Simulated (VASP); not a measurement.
# CdBr (Fm-3m) in VASP: a series of runs, part 2 of 2

VASP 6.6.1. The steps go on from the part before.

### 5 Single point, HSE(alpha, omega)

Input file POSCAR:

```
CdBr
1.0
    0.0000000000      3.0723910300      3.0723910300
    3.0723910300      0.0000000000      3.0723910300
    3.0723910300      3.0723910300      0.0000000000
Cd Br
1 1
Direct
    0.0000000000      0.0000000000      0.0000000000
    0.5000000000      0.5000000000      0.5000000000
```

Input file INCAR.step1:

```
PREC = Accurate
ENCUT = 520
EDIFF = 1E-5
ISMEAR = -1
SIGMA = 0.05
LREAL = False
LASPH = True
NELM = 100
ALGO = Normal
ISIF = 2
LWAVE = True
LCHARG = False
NBANDS = 16
GGA = PE
```

Input file INCAR.step2:

```
PREC = Accurate
ENCUT = 520
EDIFF = 1E-6
ISMEAR = -1
SIGMA = 0.05
LREAL = False
LASPH = True
NELM = 100
ALGO = Normal
ISIF = 2
LWAVE = False
LCHARG = False
GGA = PE
LHFCALC = True
HFSCREEN = 0.2
AEXX = 0.2
PRECFOCK = Fast
NBANDS = 16
ISTART = 1
```

Input file KPOINTS:

```
regular mesh
0
Gamma
  4 4 4
```

Potentials or basis: VASP PAW PBE potentials, release 64 (Cd, Br).

Started as:

```sh
cat potpaw_PBE.64/Cd/POTCAR potpaw_PBE.64/Br/POTCAR > POTCAR
cp INCAR.step1 INCAR
mpirun -np 1 vasp_std > vasp.out
cp INCAR.step2 INCAR
mpirun -np 1 vasp_std > vasp.out
```

OUTCAR:

```text
PREC = Accurate
   ENCUT = 520
   EDIFF = 1E-6
   ISMEAR = -1
   LREAL = False
   LASPH = True
   NELM = 100
   ISIF = 2
   GGA = PE
   LHFCALC = True
   HFSCREEN = 0.2
   AEXX = 0.2
   PRECFOCK = Fast
   ISTART = 1

 ion  position               nearest neighbor table
   1  0.000  0.000  0.000-   2 3.07   2 3.07   2 3.07   2 3.07   2 3.07   2 3.07
   2  0.500  0.500  0.500-   1 3.07   1 3.07   1 3.07   1 3.07   1 3.07   1 3.07

  LATTYP: Found a face centered cubic cell.
 ALAT       =     6.1447820600

  Lattice vectors:

 A1 = (   0.0000000000,   3.0723910300,   3.0723910300)
 A2 = (   3.0723910300,   0.0000000000,   3.0723910300)
 A3 = (   3.0723910300,   3.0723910300,   0.0000000000)

Analysis of symmetry for initial positions (statically):
=====================================================================
 Subroutine PRICEL returns:
 Original cell was already a primitive cell.

 Routine SETGRP: Setting up the symmetry group for a
 face centered cubic supercell.

 Subroutine GETGRP returns: Found 48 space group operations
 (whereof 48 operations were pure point group operations)
 out of a pool of 48 trial point group operations.

The static configuration has the point symmetry O_h .

Analysis of symmetry for dynamics (positions and initial velocities):
=====================================================================
 Subroutine PRICEL returns:
 Original cell was already a primitive cell.

 Routine SETGRP: Setting up the symmetry group for a
 face centered cubic supercell.

 Subroutine GETGRP returns: Found 48 space group operations
 (whereof 48 operations were pure point group operations)
 out of a pool of 48 trial point group operations.

The dynamic configuration has the point symmetry O_h .

 Subroutine INISYM returns: Found 48 space group operations
 (whereof 48 operations are pure point group operations),
 and found     1 'primitive' translations

----------------------------------------------------------------------------------------

                                     Primitive cell

  volume of cell :      58.0042

  direct lattice vectors                    reciprocal lattice vectors
     0.000000000  3.072391030  3.072391030    -0.162739702  0.162739702  0.162739702
     3.072391030  0.000000000  3.072391030     0.162739702 -0.162739702  0.162739702
     3.072391030  3.072391030  0.000000000     0.162739702  0.162739702 -0.162739702

  length of vectors
     4.345017064  4.345017064  4.345017064     0.281873432  0.281873432  0.281873432

  position of ions in fractional coordinates (direct lattice)
     0.000000000  0.000000000  0.000000000
     0.500000000  0.500000000  0.500000000

  ion indices of the primitive-cell ions
   primitive index   ion index
                 1           1
                 2           2

----------------------------------------------------------------------------------------

[... 24 lines left out ...]
 Following reciprocal coordinates:
            Coordinates               Weight
  0.000000  0.000000  0.000000      1.000000
  0.250000  0.000000  0.000000      8.000000
  0.500000  0.000000  0.000000      4.000000
  0.250000  0.250000  0.000000      6.000000
  0.500000  0.250000  0.000000     24.000000
 -0.250000  0.250000  0.000000     12.000000
  0.500000  0.500000  0.000000      3.000000
 -0.250000  0.500000  0.250000      6.000000
   k-points           NKPTS =      8   k-points in BZ     NKDIM =     64   number of bands    NBANDS=     16
   number of dos      NEDOS =    301   number of ions     NIONS =      2
   total plane-waves  NPLWV =  32768
   dimension x,y,z NGX =    32 NGY =   32 NGZ =   32
   dimension x,y,z NGXF=    64 NGYF=   64 NGZF=   64
   ions per type =               1   1
   NGX,Y,Z   is equivalent  to a cutoff of  12.24, 12.24, 12.24 a.u.
   NGXF,Y,Z  is equivalent  to a cutoff of  24.49, 24.49, 24.49 a.u.
 SYSTEM =  unknown system
   PREC   = accura    normal or accurate (medium, high low for compatibility)
   ISTART =      1    job   : 0-new  1-cont  2-samecut
   ICHARG =      0    charge: 1-file 2-atom 10-const
   ISPIN  =      1    spin polarized calculation?
   LNONCOLLINEAR =      F non collinear calculations
   LSORBIT =      F    spin-orbit coupling
   LASPH  =      T    aspherical Exc in radial PAW
   ENCUT  =  520.0 eV  38.22 Ry    6.18 a.u.   8.08  8.08  8.08*2*pi/ulx,y,z
   NELM   =    100;   NELMIN=  2; NELMDL=  0     # of ELM steps
   EDIFF  = 0.1E-05   stopping-criterion for ELM
   LREAL  =      F    real-space projection
   EDIFFG = 0.1E-04   stopping-criterion for IOM
   NSW    =      0    number of steps for IOM
   IBRION =     -1    ionic relax: 0-MD 1-quasi-New 2-CG
   NFREE  =      0    steps in history (QN), initial steepest desc. (CG)
   ISIF   =      2    stress and relaxation
   ISYM   =      3    0-nonsym 1-usesym 2-fastsym
   POTIM  = 0.5000    time-step for ionic-motion
   TEBEG  =    0.0;   TEEND  =   0.0 temperature during run
   PSTRESS=    0.0 pullay stress
   NELECT =      19.0000    total number of electrons
   NUPDOWN=      -1.0000    fix difference up-down
   EMIN   =  10.00;   EMAX   =-10.00  energy-range for DOS
   EFERMI =   0.00;   METHOD = LEGACY
   ISMEAR =    -1;   SIGMA  =   0.05  broadening in eV -4-tet -1-fermi 0-gaus
   EFERMI_NEDOS =   21; number of points for ismear=-14 and -15
   IALGO  =     38    algorithm
   IMIX   =      1    mixing-type and parameters
     AMIX     =   0.40;   BMIX     =  1.00
     AMIX_MAG =   1.60;   BMIX_MAG =  1.00
  volume/ion in A,a.u.               =      29.00       195.72
  Fermi-wavevector in a.u.,A,eV,Ry     =   1.128512  2.132579 17.327557  1.273540
  Thomas-Fermi vector in A             =   2.265202
   LORBIT       =      0    0 simple, 1 ext, 2 COOP (PROOUT), +10 PAW based schemes
   GGA     = PE    functional components
   LHFCALC =     T    Hartree Fock is set to
   PRECFOCK=fast      Normal, Fast or Accurate (Low or Medium for compatibility)
   ENCUT4O =  -1.0   cutoff for four orbital integrals eV
   NKREDX  =     1    reduce k-point grid by
   NKREDY  =     1    reduce k-point grid by
   NKREDZ  =     1    reduce k-point grid by
   AEXX    =    0.2000 exact exchange contribution
   HFSCREEN=    0.2000 screening length (either q_TF or 0.3 A-1)
   HFSCREENC=   0.2000 screening length for correlation (either q_TF or 0.3 A-1)
   ENCUTFOCK=  -1.0 apply spherical cutoff to Coloumb kernel
   IVDW    =     0    specifies the selected vdW correction
   LEPSILON=     F    determine dielectric tensor
   LRPA    =     F    only Hartree local field effects (RPA)
 non-spin polarized calculation
  energy-cutoff  :      520.00
  volume of cell :       58.00
 maximum number of plane-waves:      1588
  NGX = 18; NGY = 18; NGZ = 18

 number of electron      19.0000006 magnetization

 Free energy of the ion-electron system (eV)
  ---------------------------------------------------
  ext. energy  EPLUGINS =         0.00000000
  ---------------------------------------------------
  free energy    TOTEN  =        -3.56242515 eV

  energy without entropy =       -3.53171621  energy(sigma->0) =       -3.54707068

 E-fermi :   2.1684     XC(G=0):  -7.7855

 val. band max:        2.1619972804   @ k =   0.5000   0.2500   0.0000
 cond. band min:       2.2358090180   @ k =  -0.2500   0.5000   0.2500
 fundamental gap:      0.0738117376
 Fermi energy:         2.1683794412

 k-point     1 :       0.0000    0.0000    0.0000
  band No.  band energies     occupation
      1     -15.5057      2.00000
      2      -7.9003      2.00000
      3      -7.9003      2.00000
      4      -7.8818      2.00000
      5      -7.8818      2.00000
      6      -7.8818      2.00000
[... 129 lines left out ...]
      3      -7.8710      2.00000
      4      -7.8710      2.00000
      5      -7.7804      2.00000
      6      -7.7491      2.00000
[... 8 lines left out ...]
     15      11.7078      0.00000
     16      14.4804      0.00000

------------------------ aborting loop because EDIFF is reached ----------------------------------------

  FORCE on cell =-STRESS in cart. coord.  units (eV):
  Direction    XX          YY          ZZ          XY          YZ          ZX
  --------------------------------------------------------------------------------------
  -------------------------------------------------------------------------------------
  Total        0.4234776      0.4234776      0.4234776      0.0000000      0.0000000     -0.0000000
  in kB       11.6971907     11.6971907     11.6971907      0.0000000      0.0000000     -0.0000000
  external PRESSURE =      11.6971907 kB  Pullay stress =       0.0000000 kB

 VOLUME and BASIS-vectors are now :
 -----------------------------------------------------------------------------
  energy-cutoff  :      520.00
  volume of cell :       58.00
      direct lattice vectors                 reciprocal lattice vectors
     0.000000000  3.072391030  3.072391030    -0.162739702  0.162739702  0.162739702
     3.072391030  0.000000000  3.072391030     0.162739702 -0.162739702  0.162739702
     3.072391030  3.072391030  0.000000000     0.162739702  0.162739702 -0.162739702

 POSITION                                       TOTAL-FORCE (eV/Angst)
 -----------------------------------------------------------------------------------
      0.00000      0.00000      0.00000         0.000000      0.000000      0.000000
      3.07239      3.07239      3.07239         0.000000     -0.000000     -0.000000
 -----------------------------------------------------------------------------------
    total drift:                               -0.000001     -0.000002     -0.000002

  FREE ENERGIE OF THE ION-ELECTRON SYSTEM (eV)
  ---------------------------------------------------
  free  energy   TOTEN  =        -3.5624251488 eV

  energy  without entropy=       -3.5317162064  energy(sigma->0) =       -3.54707068
```

OSZICAR.step1:

```text
N       E                     dE             d eps       ncg     rms          rms(c)
DAV:   1     0.122135604100E+03    0.12214E+03   -0.90143E+03   256   0.102E+03
DAV:   2     0.201339960926E+01   -0.12012E+03   -0.11473E+03   296   0.269E+02
DAV:   3    -0.312417421420E+01   -0.51376E+01   -0.51311E+01   312   0.562E+01
DAV:   4    -0.314532827536E+01   -0.21154E-01   -0.21153E-01   320   0.376E+00
DAV:   5    -0.314544454561E+01   -0.11627E-03   -0.11627E-03   296   0.246E-01    0.757E+00
DAV:   6    -0.297688725053E+01    0.16856E+00   -0.25889E-01   336   0.484E+00    0.437E+00
DAV:   7    -0.296379810532E+01    0.13089E-01   -0.75037E-02   280   0.178E+00    0.122E+00
DAV:   8    -0.296345920761E+01    0.33890E-03   -0.76331E-03   304   0.957E-01    0.194E-01
DAV:   9    -0.296354108871E+01   -0.81881E-04   -0.71541E-04   312   0.276E-01    0.364E-02
DAV:  10    -0.296355547579E+01   -0.14387E-04   -0.46958E-05   352   0.851E-02    0.325E-02
DAV:  11    -0.296356393307E+01   -0.84573E-05   -0.15113E-05   296   0.365E-02
   1 F= -.29635639E+01 E0= -.29483673E+01  d E =-.303933E-01
```

It took 3.6 min on 1 thread of AMD EPYC 7R13 (Zen 3), shared host; peak memory 0.24 GiB.

Results:

```
Free energy            : -3.5624 eV
Pressure               : 1.2 GPa
Band gap on the k mesh : none (metal or under the smearing width)
```

Caveat: the k mesh is coarse (spacing up to 0.44 Å⁻¹), so the values aren't converged, least of all with exact exchange; the PAW data sets were made with another functional, which shifts forces and pressure a little; an odd number of electrons without spin polarisation forces a metal; a magnetic or distorted state may lie lower.

### 6 Single point, HSE(alpha, omega)

POSCAR is that of step 5.

INCAR.step1 is that of step 5.

INCAR.step2: that of step 5 with these lines changed.

```diff
@@ -15,3 +15,3 @@
 HFSCREEN = 0.2
-AEXX = 0.2
+AEXX = 0.25
 PRECFOCK = Fast
```

KPOINTS is that of step 5.

Potentials or basis: VASP PAW PBE potentials, release 64 (Cd, Br).

Started as:

```sh
cat potpaw_PBE.64/Cd/POTCAR potpaw_PBE.64/Br/POTCAR > POTCAR
cp INCAR.step1 INCAR
mpirun -np 1 vasp_std > vasp.out
cp INCAR.step2 INCAR
mpirun -np 1 vasp_std > vasp.out
```

Run time: 4 min. Hardware: 1 thread of AMD EPYC 7R13 (Zen 3), shared host; peak memory 0.24 GiB.

It converged, with:

| Item | Value |
| --- | --- |
| Free energy | -3.7233 eV |
| Pressure | 1.1 GPa |
| Band gap on the k mesh | none (metal or under the smearing width) |

Levels at points of the mesh, in eV from the Fermi level:
| k point | band 6 | band 7 | band 8 | band 9 | band 10 | band 11 | band 12 | band 13 | band 14 | band 15 |
| --- | --- | --- | --- | --- | --- | --- | --- | --- | --- | --- |
| (0.00, 0.00, 0.00) | -10.44 | -4.36 | -4.36 | -4.36 | -2.85 | 7.43 | 7.43 | 7.43 | 8.05 | 8.05 |
| (0.50, 0.00, 0.00) | -10.37 | -7.00 | -4.05 | -4.05 | 1.54 | 2.35 | 4.33 | 4.33 | 9.15 | 11.23 |
| (0.50, 0.50, 0.00) | -10.28 | -6.32 | -5.11 | -5.11 | -1.78 | 4.60 | 6.00 | 7.51 | 7.51 | 12.13 |

Caveat: the k mesh is coarse (spacing up to 0.44 Å⁻¹), so the values aren't converged, least of all with exact exchange; the PAW data sets were made with another functional, which shifts forces and pressure a little; an odd number of electrons without spin polarisation forces a metal; a magnetic or distorted state may lie lower.

### 7 The runs side by side

```csv
share of exact exchange,gap on the mesh (eV),pressure (GPa)
0.05,none,1.5
0.1,none,1.4
0.15,none,1.3
0.2,none,1.2
0.25,none,1.1
```

Alike in all rows: task single point; level HSE(alpha, omega); potentials or basis VASP PAW PBE potentials, release 64 (Cd, Br); no spin polarisation; cell as given; k mesh 4 × 4 × 4; cutoff (eV) 520; smearing fermi-dirac 0.05 eV; the mesh is coarse, so values aren't converged.

Caveats: all runs use coarse meshes; the PAW data sets were made with another functional, which shifts forces and pressure a little; an odd number of electrons without spin polarisation forces a metal; a magnetic or distorted state may lie lower.

Absolute energies hang on the potentials; compare differences alone.
